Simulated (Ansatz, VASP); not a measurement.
# Sn3SbSe in VASP and in Ansatz

Contents of INCAR:

```
PREC = Accurate ; ENCUT = 520
EDIFF = 1E-7 ; ISMEAR = 0
SIGMA = 0.1 ; LREAL = False
LASPH = True ; NELM = 60
ALGO = Normal ; ISIF = 2
LWAVE = False ; LCHARG = False
GGA = PE ; NBANDS = 34
```

Contents of KPOINTS:

```
Automatic mesh
0
Gamma
  4 4 4
```

The input POSCAR:

```
Sn3SbSe
1.0
    5.4022316500      0.0000000000      0.0000000000
    0.0000000000      5.4022316500      0.0000000000
    0.0000000000      0.0000000000      5.4022316500
Sn Sb Se
3 1 1
Direct
    0.5000000000      0.0000000000      0.5000000000
    0.0000000000      0.5000000000      0.5000000000
    0.5000000000      0.5000000000      0.0000000000
    0.0000000000      0.0000000000      0.0000000000
    0.5000000000      0.5000000000      0.5000000000
```

Input for Ansatz:

```yaml
crystal:
  lattice:
    - [5.40223165, 0.0, 0.0]
    - [0.0, 5.40223165, 0.0]
    - [0.0, 0.0, 5.40223165]
  atoms:
    - { symbol: Sn, position: [0.5, 0.0, 0.5] }
    - { symbol: Sn, position: [0.0, 0.5, 0.5] }
    - { symbol: Sn, position: [0.5, 0.5, 0.0] }
    - { symbol: Sb, position: [0.0, 0.0, 0.0] }
    - { symbol: Se, position: [0.5, 0.5, 0.5] }
basis:
  ecutwfc: 420
kpoints:
  mp_grid: { grid: [4, 4, 4] }
hamiltonian:
  xc: pbe
scf:
  occupations: { method: gaussian, width: 0.1 }
  lower_state_search: "off"
output:
  forces: true
  stress: true
  eigenvalues: true
```

Change from the starting cell: species swapped into the Sc3SnB type (Pm-3m, No. 221).

Alike in both runs: task single point; functional PBE; k mesh 4 × 4 × 4; occupations gaussian, width 0.1 eV; no spin polarisation.

```csv
,VASP,Ansatz
version,VASP 6.6.1,Ansatz 0.2.0
potentials or method,"VASP PAW PBE potentials, release 64 (Sn_d, Sb, Se)","scalar-relativistic, plane waves, PAW"
plane-wave cutoff (eV),520,420
valence electrons in the cell,53,73
```

```tsv
	VASP	Ansatz	Ansatz less VASP
gap on the k mesh at the Fermi level (eV)	none	none	-
pressure (GPa)	3.4	3.4	+0.01
```

A gap of «none» marks a metal or a gap that the smearing closes. The two sets of potentials don't hold the same shells in valence.

The runs have no spin-orbit coupling, so splittings on Sb are missing.
